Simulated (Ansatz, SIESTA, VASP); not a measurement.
**One calculation of Mo3Ru3C2, 3 ways**

```
CELL_PARAMETERS angstrom
2.90927 0.00000 0.00000
-1.45463 2.51950 0.00000
0.00000 0.00000 13.88332
ATOMIC_POSITIONS crystal
Ru 0.33673 0.66533 0.34709
Ru 0.01300 0.01356 0.49745
Ru 0.66233 0.33405 0.65259
Mo 0.34860 0.67384 0.81097
Mo 0.99158 0.00172 0.00201
Mo 0.64948 0.33346 0.18874
C 0.65579 0.31092 0.90175
C 0.34500 0.65523 0.09995
```

The cell comes from a database or a generator and needn't be the stable form of this composition.

Atoms were shifted at random by some hundredths of an Å from the given cell, which wasn't relaxed again for these runs.

Alike in all runs: task single point; functional PBE; k mesh 10 × 10 × 2; occupations fermi-dirac, width 0.05 eV; no spin polarisation; no spin-orbit coupling. Pressure is positive in compression and, in plane waves, holds the error of the finite cutoff, which Ansatz's Pulay term estimates and takes out.

```tsv
program and potentials	plane-wave cutoff (eV)	notes	band gap (eV)	pressure (GPa)	largest force (eV/Å)	energy over the undisturbed cell (meV/atom)
Ansatz, Ansatz PAW	420	12.25 valence electrons an atom on average; Pulay term of +0.15 GPa included	no gap	-2.38	1.218	13.34
VASP, PBE PAW files C, Mo_sv, Ru_pv, 520 eV	520	11.5 valence electrons an atom on average	?	?	?	-
SIESTA, files PseudoDojo sr-pbe-0.4.1-standard, DZP (energy shift 0.003 Ry; two zetas on semicore shells)	-	atomic basis; 12.25 valence electrons an atom on average	no gap	1.46	1.317	13.95
```

**Question.** Estimate from the other rows what the run with VASP, PBE PAW files C, Mo_sv, Ru_pv, 520 eV gave.

**Answer.** No band gap; pressure -2.10 GPa; largest force 1.221 eV/Å. The other rows, which needn't bracket it: pressure -2.38 to 1.46; largest force 1.218 to 1.317; energy over the undisturbed cell 13.34 to 13.95.
